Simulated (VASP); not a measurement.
**PtAs (relaxed from the wurtzite structure, space group P6_3mc): computed properties**

Level of theory: r2SCAN meta-GGA, VASP's PBE PAW potentials (set 64) (plane waves; VASP).

- space group = P6_3mc (186)
- cell = a = 3.833 Å, b = 3.833 Å, c = 6.750 Å, α = 90.00°, β = 90.00°, γ = 120.00°
- volume per atom = 21.47 Å³/atom
- band gap (over mesh and band path) = none (metal, semimetal or under 0.01 eV)
- density = 10.44 g/cm³

```
PtAs
1.0
    3.83308     0.00000     0.00000
   -1.91654     3.31955     0.00000
    0.00000     0.00000     6.75042
Pt As
2 2
Cartesian
  0.00000   2.21303   0.04996
  1.91654   1.10651   3.42517
  0.00000   2.21303   2.48144
  1.91654   1.10651   5.85665
```

Unless said otherwise, spin-orbit coupling is left out, though it shifts the bands of the heavy elements here.

The structure was generated: PtAs was put into the wurtzite type (P6_3mc), which need not be its known phase. It was relaxed first, which changed the volume by -16 %. Symmetry was kept, so distortions that lower it aren't found.
